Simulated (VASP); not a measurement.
These are PBEsol GGA, VASP's PBE PAW potentials (set 64) (plane waves; VASP) values and carry that method's errors.

The input files of a VASP run:

**KPOINTS**
```
kpoints
0
Gamma
  9 9 1
0 0 0
```

**INCAR**
```
! general
SYSTEM  = CoSi2(111) slab
PREC    = Normal
ENCUT   = 400
LREAL   = .FALSE.
LASPH   = .TRUE.

! electronic loop
EDIFF   = 1E-5
NELM    = 100
NELMIN  = 4
ALGO    = Normal
LMAXMIX = 4

! smearing
ISMEAR  = 1
SIGMA   = 0.1

! functional
GGA     = PS

! ions
IBRION  = 2
NSW     = 50
ISIF    = 2
EDIFFG  = -0.03

! output
LWAVE   = .TRUE.
LCHARG  = .FALSE.

! other
LDIPOL  = .TRUE.
IDIPOL  = 3
DIPOL   = 0.5 0.5 0.5
```

### POSCAR
```
CoSi2(111) slab
1
    3.7569696113    -0.0000000000    -0.0000000000
   -1.8784848057     3.2536311696     0.0000000000
    0.0000000000     0.0000000000    24.0715709780
Si Co
6 3
Direct
  0.6666670000   0.3333330000   0.3407070000
  0.3333330000   0.6666670000   0.4681410000
  0.0000000000   0.0000000000   0.4044240000
  0.0000000000   0.0000000000   0.5955760000
  0.6666670000   0.3333330000   0.5318590000
  0.3333330000   0.6666670000   0.6592930000
  0.3333330000   0.6666670000   0.3725650000
  0.0000000000   0.0000000000   0.5000000000
  0.6666670000   0.3333330000   0.6274350000
```

POTCAR, in this order: Si Co (PBE.64 set). Program: vasp_std.

What VASP printed:

File OSZICAR:
```
       N       E                     dE             d eps       ncg     rms          rms(c)
DAV:   1     0.316980728474E+03    0.31698E+03   -0.17269E+04   720   0.117E+03
DAV:   2    -0.362772154507E+02   -0.35326E+03   -0.34358E+03   780   0.322E+02
DAV:   3    -0.643750115585E+02   -0.28098E+02   -0.27438E+02   850   0.119E+02
DAV:   4    -0.656213591188E+02   -0.12463E+01   -0.12380E+01  1020   0.239E+01
DAV:   5    -0.656690812278E+02   -0.47722E-01   -0.47658E-01  1114   0.383E+00    0.258E+01
DAV:   6    -0.781788675003E+02   -0.12510E+02   -0.22357E+02  1072   0.183E+02    0.349E+01
DAV:   7    -0.598372416062E+02    0.18342E+02   -0.10160E+02  1094   0.154E+02    0.853E+00
DAV:   8    -0.611079695250E+02   -0.12707E+01   -0.14340E+01  1080   0.381E+01    0.997E+00
DAV:   9    -0.620327797827E+02   -0.92481E+00   -0.21838E+01  1108   0.695E+01    0.130E+01
DAV:  10    -0.601822065564E+02    0.18506E+01   -0.72867E+00  1120   0.468E+01    0.298E+00
DAV:  11    -0.601822699391E+02   -0.63383E-04   -0.59693E-01  1160   0.813E+00    0.191E+00
DAV:  12    -0.601790064662E+02    0.32635E-02   -0.90408E-02  1042   0.366E+00    0.124E+00
DAV:  13    -0.601703200790E+02    0.86864E-02   -0.41008E-02  1088   0.306E+00    0.567E-01
DAV:  14    -0.601695450114E+02    0.77507E-03   -0.49599E-03   996   0.807E-01    0.439E-01
DAV:  15    -0.601694835166E+02    0.61495E-04   -0.17555E-03  1006   0.480E-01    0.267E-01
DAV:  16    -0.601697643479E+02   -0.28083E-03   -0.19701E-03  1098   0.407E-01    0.794E-02
DAV:  17    -0.601700920794E+02   -0.32773E-03   -0.34472E-04  1050   0.181E-01    0.724E-02
DAV:  18    -0.601703084943E+02   -0.21641E-03   -0.14733E-04  1066   0.184E-01    0.418E-02
DAV:  19    -0.601704689704E+02   -0.16048E-03   -0.20360E-04  1012   0.158E-01    0.349E-02
DAV:  20    -0.601705070991E+02   -0.38129E-04   -0.25611E-05   588   0.410E-02    0.308E-02
DAV:  21    -0.601705535272E+02   -0.46428E-04   -0.16672E-05   530   0.499E-02    0.171E-02
DAV:  22    -0.601705871971E+02   -0.33670E-04   -0.12176E-05   522   0.336E-02    0.665E-03
DAV:  23    -0.601706053113E+02   -0.18114E-04   -0.96844E-06   506   0.210E-02    0.503E-03
DAV:  24    -0.601706205512E+02   -0.15240E-04   -0.28843E-06   438   0.190E-02    0.389E-03
DAV:  25    -0.601706322488E+02   -0.11698E-04   -0.97318E-07   420   0.829E-03    0.502E-03
DAV:  26    -0.601706515629E+02   -0.19314E-04   -0.12212E-06   450   0.122E-02    0.324E-03
DAV:  27    -0.601706618385E+02   -0.10276E-04   -0.72549E-07   438   0.765E-03    0.125E-03
DAV:  28    -0.601706658210E+02   -0.39825E-05   -0.38860E-07   432   0.466E-03
   1 F= -.60170666E+02 E0= -.60168454E+02  d E =-.601707E+02
       N       E                     dE             d eps       ncg     rms          rms(c)
DAV:   1    -0.602106981593E+02   -0.40036E-01   -0.42056E+00   720   0.111E+01    0.476E-01
DAV:   2    -0.602386244708E+02   -0.27926E-01   -0.22270E-01  1124   0.859E+00    0.158E+00
DAV:   3    -0.602131152866E+02    0.25509E-01   -0.12485E-01  1132   0.732E+00    0.260E-01
DAV:   4    -0.602134448225E+02   -0.32954E-03   -0.12787E-02  1058   0.118E+00    0.257E-01
DAV:   5    -0.602128445962E+02    0.60023E-03   -0.54527E-03  1090   0.948E-01    0.137E-01
DAV:   6    -0.602127256876E+02    0.11891E-03   -0.10171E-03  1134   0.509E-01    0.851E-02
DAV:   7    -0.602126679912E+02    0.57696E-04   -0.45269E-04  1100   0.394E-01    0.115E-02
DAV:   8    -0.602126738909E+02   -0.58997E-05   -0.22604E-05   564   0.496E-02
   2 F= -.60212674E+02 E0= -.60210712E+02  d E =-.420081E-01
       N       E                     dE             d eps       ncg     rms          rms(c)
DAV:   1    -0.602264653757E+02   -0.13797E-01   -0.53278E+00   720   0.125E+01    0.530E-01
DAV:   2    -0.602631823052E+02   -0.36717E-01   -0.28139E-01  1126   0.967E+00    0.181E+00
DAV:   3    -0.602298871021E+02    0.33295E-01   -0.15749E-01  1140   0.829E+00    0.298E-01
DAV:   4    -0.602302865337E+02   -0.39943E-03   -0.16711E-02  1052   0.135E+00    0.289E-01
DAV:   5    -0.602295119466E+02    0.77459E-03   -0.64197E-03  1074   0.103E+00    0.156E-01
DAV:   6    -0.602293584027E+02    0.15354E-03   -0.13708E-03  1134   0.609E-01    0.101E-01
DAV:   7    -0.602292736376E+02    0.84765E-04   -0.59815E-04  1118   0.450E-01    0.128E-02
DAV:   8    -0.602292867793E+02   -0.13142E-04   -0.33244E-05   710   0.529E-02    0.543E-03
DAV:   9    -0.602293016740E+02   -0.14895E-04   -0.41509E-06   426   0.147E-02    0.259E-03
DAV:  10    -0.602293130596E+02   -0.11386E-04   -0.14235E-06   420   0.110E-02    0.154E-03
DAV:  11    -0.602293246885E+02   -0.11629E-04   -0.97949E-07   420   0.668E-03    0.855E-04
DAV:  12    -0.602293331241E+02   -0.84356E-05   -0.70264E-07   414   0.450E-03
   3 F= -.60229333E+02 E0= -.60228573E+02  d E =-.586673E-01
       N       E                     dE             d eps       ncg     rms          rms(c)
DAV:   1    -0.602319821654E+02   -0.26575E-02   -0.20955E-01   726   0.260E+00    0.164E-01
DAV:   2    -0.602359018567E+02   -0.39197E-02   -0.30399E-02  1082   0.315E+00    0.600E-01
DAV:   3    -0.602326360764E+02    0.32658E-02   -0.11602E-02  1128   0.223E+00    0.122E-01
DAV:   4    -0.602326378833E+02   -0.18069E-05   -0.74379E-04   892   0.238E-01    0.917E-02
DAV:   5    -0.602326592706E+02   -0.21387E-04   -0.76195E-04  1116   0.351E-01    0.822E-02
DAV:   6    -0.602325934804E+02    0.65790E-04   -0.55851E-04  1092   0.306E-01    0.238E-02
DAV:   7    -0.602325901775E+02    0.33029E-05   -0.26027E-05   510   0.613E-02
   4 F= -.60232590E+02 E0= -.60231692E+02  d E =-.325705E-02
       N       E                     dE             d eps       ncg     rms          rms(c)
DAV:   1    -0.602326089099E+02   -0.15429E-04   -0.19690E-03   726   0.258E-01    0.185E-02
DAV:   2    -0.602326566553E+02   -0.47745E-04   -0.35560E-04  1084   0.351E-01    0.678E-02
DAV:   3    -0.602326142319E+02    0.42423E-04   -0.15773E-04  1020   0.261E-01    0.109E-02
DAV:   4    -0.602326149538E+02   -0.72190E-06   -0.67069E-06   420   0.238E-02
   5 F= -.60232615E+02 E0= -.60231701E+02  d E =-.328183E-02
       N       E                     dE             d eps       ncg     rms          rms(c)
DAV:   1    -0.602328584567E+02   -0.24422E-03   -0.29119E-02   720   0.902E-01    0.306E-02
DAV:   2    -0.602329490748E+02   -0.90618E-04   -0.79322E-04  1084   0.456E-01    0.858E-02
DAV:   3    -0.602328843582E+02    0.64717E-04   -0.37879E-04  1076   0.397E-01    0.210E-02
DAV:   4    -0.602328824781E+02    0.18801E-05   -0.35263E-05   626   0.925E-02
   6 F= -.60232882E+02 E0= -.60231951E+02  d E =-.267524E-03
       N       E                     dE             d eps       ncg     rms          rms(c)
DAV:   1    -0.602332162717E+02   -0.33191E-03   -0.26137E-01   720   0.271E+00    0.964E-02
DAV:   2    -0.602340931603E+02   -0.87689E-03   -0.75077E-03  1100   0.143E+00    0.272E-01
DAV:   3    -0.602334438394E+02    0.64932E-03   -0.36220E-03  1100   0.123E+00    0.630E-02
DAV:   4    -0.602334277750E+02    0.16064E-04   -0.31821E-04  1114   0.227E-01    0.453E-02
DAV:   5    -0.602334346089E+02   -0.68339E-05   -0.32713E-04  1078   0.224E-01    0.536E-02
DAV:   6    -0.602334086690E+02    0.25940E-04   -0.16293E-04  1010   0.158E-01    0.124E-02
DAV:   7    -0.602334069733E+02    0.16957E-05   -0.10736E-05   396   0.286E-02
   7 F= -.60233407E+02 E0= -.60232424E+02  d E =-.792020E-03
```

OUTCAR:
```
------------------------ aborting loop because EDIFF is reached ----------------------------------------
  FORCE on cell =-STRESS in cart. coord.  units (eV):
  Direction    XX          YY          ZZ          XY          YZ          ZX
  --------------------------------------------------------------------------------------
  Total       -3.7008476     -3.7008477      0.0512580      0.0000000      0.0000000      0.0000000
  in kB      -20.1512201    -20.1512207      0.2791015      0.0000000      0.0000000      0.0000000
  external PRESSURE =     -13.3411131 kB  Pullay stress =       0.0000000 kB
  volume of cell :      294.25
      direct lattice vectors                 reciprocal lattice vectors
     3.756969611  0.000000000  0.000000000     0.266171969  0.153674456  0.000000000
    -1.878484806  3.253631170  0.000000000     0.000000000  0.307348912  0.000000000
     0.000000000  0.000000000 24.071570978     0.000000000  0.000000000  0.041542781
 POSITION                                       TOTAL-FORCE (eV/Angst)
 -----------------------------------------------------------------------------------
      1.87849      1.08454      8.23926        -0.000000     -0.000000     -0.022059
     -0.00000      2.16909     11.21116        -0.000000      0.000000      0.000066
      0.00000      0.00000      9.73322        -0.000000      0.000000      0.002743
      0.00000      0.00000     14.33835        -0.000000      0.000000     -0.002743
      1.87849      1.08454     12.86041        -0.000000     -0.000000     -0.000066
     -0.00000      2.16909     15.83231         0.000000      0.000000      0.022059
     -0.00000      2.16909      8.91729         0.000000     -0.000000     -0.011402
      0.00000      0.00000     12.03579        -0.000000      0.000000      0.000000
      1.87849      1.08454     15.15428         0.000000      0.000000      0.011402
 -----------------------------------------------------------------------------------
    total drift:                                0.000000      0.000000      0.000000
  FREE ENERGIE OF THE ION-ELECTRON SYSTEM (eV)
  ---------------------------------------------------
  free  energy   TOTEN  =       -60.2334069733 eV

  energy  without entropy=      -60.2304574131  energy(sigma->0) =      -60.23242379

 reached required accuracy - stopping structural energy minimisation
```
(Selected blocks of OUTCAR.)

File CONTCAR:
```
CoSi2(111) slab
   1.00000000000000
     3.7569696113000002    0.0000000000000000    0.0000000000000000
    -1.8784848057000001    3.2536311696000002    0.0000000000000000
     0.0000000000000000    0.0000000000000000   24.0715709780000005
  Si              Co
     6     3
Direct
     0.6666669999999968    0.3333330000000032    0.3422818627846250
     0.3333330000000032    0.6666669999999968    0.4657427971445738
     0.0000000000000000    0.0000000000000000    0.4043449294127734
     0.0000000000000000    0.0000000000000000    0.5956550705872267
     0.6666669999999968    0.3333330000000032    0.5342572028554263
     0.3333330000000032    0.6666669999999968    0.6577181372153751
     0.3333330000000032    0.6666669999999968    0.3704491132507965
     0.0000000000000000    0.0000000000000000    0.5000000000000000
     0.6666669999999968    0.3333330000000032    0.6295508867492035
```

The cell is a thin slab with vacuum, built from CoSi2 (fluorite): (111) face. The run is not spin-polarised, so no magnetic state was tried.
